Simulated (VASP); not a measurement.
Level of theory: PW91 GGA, VASP's PBE PAW potentials (set 64) (plane waves; VASP).

The input files of a VASP run:

INCAR:
```
! general
SYSTEM  = FePt
PREC    = Accurate
ENCUT   = 520   ! plane-wave cut-off (eV)
LREAL   = .FALSE.
LASPH   = .TRUE.   ! aspherical one-centre terms

! electronic loop
EDIFF   = 1E-7
NELM    = 100
ALGO    = Normal
LMAXMIX = 6   ! l cut-off of mixed one-centre charges

! smearing
ISMEAR  = -5

! functional
GGA     = 91

! spin
ISPIN   = 2   ! spin-polarised
MAGMOM  = 2.9 0.3

! ions
ISIF    = 2

! output
LWAVE   = .FALSE.
LCHARG  = .TRUE.
LORBIT  = 11   ! lm-projected
NEDOS   = 601   ! DOS grid
```

File KPOINTS:
```
Automatic mesh
0
Gamma
15 15 11
0 0 0
```

**POSCAR**
```
FePt
3.7698680
  0.7239970223   0.0000000000   0.0000000000
  0.0000000000   0.7239970223   0.0000000000
  0.0000000000   0.0000000000   1.0000000767
Fe Pt
1 1
direct
  0.0000000000   0.0000000000   0.0000000000
  0.5000000000   0.5000000000   0.5000000000
```

POTCAR, in this order: Fe Pt (PBE.64 set). Program: vasp_std.

What VASP printed:

OSZICAR:
```
       N       E                     dE             d eps       ncg     rms          rms(c)
DAV:   1     0.931028974552E+02    0.93103E+02   -0.87398E+03 13327   0.132E+03
DAV:   2    -0.126969267425E+02   -0.10580E+03   -0.94862E+02 13317   0.255E+02
DAV:   3    -0.160372110500E+02   -0.33403E+01   -0.32342E+01 16180   0.548E+01
DAV:   4    -0.160720008258E+02   -0.34790E-01   -0.34817E-01 14882   0.478E+00
DAV:   5    -0.160729100503E+02   -0.90922E-03   -0.91132E-03 17064   0.877E-01    0.160E+01
DAV:   6    -0.169268929526E+02   -0.85398E+00   -0.12568E+01 13794   0.790E+01    0.224E+01
DAV:   7    -0.148235972068E+02    0.21033E+01   -0.88841E+00 16546   0.771E+01    0.852E+00
DAV:   8    -0.147622255684E+02    0.61372E-01   -0.41884E-01 15454   0.101E+01    0.415E+00
DAV:   9    -0.146787442592E+02    0.83481E-01   -0.15341E-01 18854   0.829E+00    0.159E+00
DAV:  10    -0.146719831023E+02    0.67612E-02   -0.28564E-02 20162   0.302E+00    0.649E-01
DAV:  11    -0.146713320560E+02    0.65105E-03   -0.21960E-03 18964   0.861E-01    0.246E-01
DAV:  12    -0.146710398139E+02    0.29224E-03   -0.24299E-04 18849   0.248E-01    0.650E-02
DAV:  13    -0.146710577616E+02   -0.17948E-04   -0.32260E-05 16923   0.107E-01    0.363E-02
DAV:  14    -0.146710624089E+02   -0.46474E-05   -0.47923E-06 18224   0.472E-02    0.129E-02
DAV:  15    -0.146710637107E+02   -0.13017E-05   -0.21672E-06 17426   0.362E-02    0.301E-03
DAV:  16    -0.146710636074E+02    0.10326E-06   -0.20014E-07  8916   0.677E-03    0.161E-03
DAV:  17    -0.146710632712E+02    0.33615E-06   -0.52533E-08  7383   0.280E-03    0.125E-03
DAV:  18    -0.146710634523E+02   -0.18101E-06   -0.17248E-08  6942   0.336E-03    0.357E-04
DAV:  19    -0.146710634547E+02   -0.24006E-08   -0.29204E-09  6844   0.699E-04
   1 F= -.14671063E+02 E0= -.14671063E+02  d E =0.000000E+00  mag=     3.2138
```

### OUTCAR
```
------------------------ aborting loop because EDIFF is reached ----------------------------------------
  FORCE on cell =-STRESS in cart. coord.  units (eV):
  Direction    XX          YY          ZZ          XY          YZ          ZX
  --------------------------------------------------------------------------------------
  Total       -0.0195513     -0.0195513     -0.0249451      0.0000000      0.0000000     -0.0000000
  in kB       -1.1154063     -1.1154063     -1.4231300      0.0000000      0.0000000     -0.0000000
  external PRESSURE =      -1.2179809 kB  Pullay stress =       0.0000000 kB
  volume of cell :       28.08
      direct lattice vectors                 reciprocal lattice vectors
     2.729373207  0.000000000  0.000000000     0.366384486  0.000000000  0.000000000
     0.000000000  2.729373207  0.000000000     0.000000000  0.366384486  0.000000000
     0.000000000  0.000000000  3.769868289     0.000000000  0.000000000  0.265261257
 POSITION                                       TOTAL-FORCE (eV/Angst)
 -----------------------------------------------------------------------------------
      0.00000      0.00000      0.00000         0.000000      0.000000      0.000000
      1.36469      1.36469      1.88493         0.000000      0.000000      0.000000
 -----------------------------------------------------------------------------------
    total drift:                               -0.000000      0.000000      0.000000
  FREE ENERGIE OF THE ION-ELECTRON SYSTEM (eV)
  ---------------------------------------------------
  free  energy   TOTEN  =       -14.6710634547 eV

  energy  without entropy=      -14.6710634547  energy(sigma->0) =      -14.67106345

 total charge

# of ion       s       p       d       tot
------------------------------------------
    1        0.401   0.432   6.137   6.970
    2        0.710   0.637   8.056   9.403
--------------------------------------------------
tot          1.111   1.069  14.192  16.373

 magnetization (x)

# of ion       s       p       d       tot
------------------------------------------
    1        0.002  -0.008   2.876   2.870
    2       -0.024  -0.064   0.409   0.321
--------------------------------------------------
tot         -0.022  -0.072   3.286   3.191
```
(Selected blocks of OUTCAR.)

### OUTCAR
```
 val. band max:        8.4847658948   @ k =   0.4000   0.4000   0.0000

 cond. band min:       8.3147746600   @ k =   0.4000   0.4000   0.0000


 Fermi energy:         8.4062729861

 spin component 1

 k-point     1 :       0.0000    0.0000    0.0000
  band No.  band energies     occupation
      1      -0.9759      1.00000
      2       2.2451      1.00000
      3       2.3831      1.00000
      4       5.1184      1.00000
      5       5.1184      1.00000
      6       5.5813      1.00000
      7       6.4683      1.00000
      8       6.5753      1.00000
      9       7.9424      1.00000
     10       8.0639      1.00000
     11       8.0639      1.00000
     12      10.5958      0.00000
     13      17.8724      0.00000
     14      20.1653      0.00000
     15      20.1653      0.00000

 k-point     2 :       0.0667    0.0000    0.0000
  band No.  band energies     occupation
      1      -0.8603      1.00000
      2       2.3095      1.00000
      3       2.4594      1.00000
      4       5.0689      1.00000
      5       5.1508      1.00000
      6       5.6127      1.00000
      7       6.4404      1.00000
      8       6.5747      1.00000
      9       7.6885      1.00000
     10       7.8394      1.00000
     11       8.0348      1.00000
     12      11.0806      0.00000
     13      17.7936      0.00000
     14      19.5496      0.00000
     15      20.3779      0.00000

 k-point     3 :       0.1333    0.0000    0.0000
  band No.  band energies     occupation
      1      -0.5248      1.00000
      2       2.4609      1.00000
      3       2.7166      1.00000
      4       4.9242      1.00000
      5       5.2466      1.00000
      6       5.6883      1.00000
      7       6.3620      1.00000
      8       6.5905      1.00000
      9       6.9860      1.00000
     10       7.5618      1.00000
     11       7.9485      1.00000
     12      12.1169      0.00000
     13      17.2820      0.00000
...
```

For a metal the tetrahedron method with Blöchl corrections gives inexact stress and forces. Unless said otherwise, spin-orbit coupling is left out, though it shifts the bands of the heavy elements here.

The compound is FePt in the L1_0 structure. It was relaxed first.
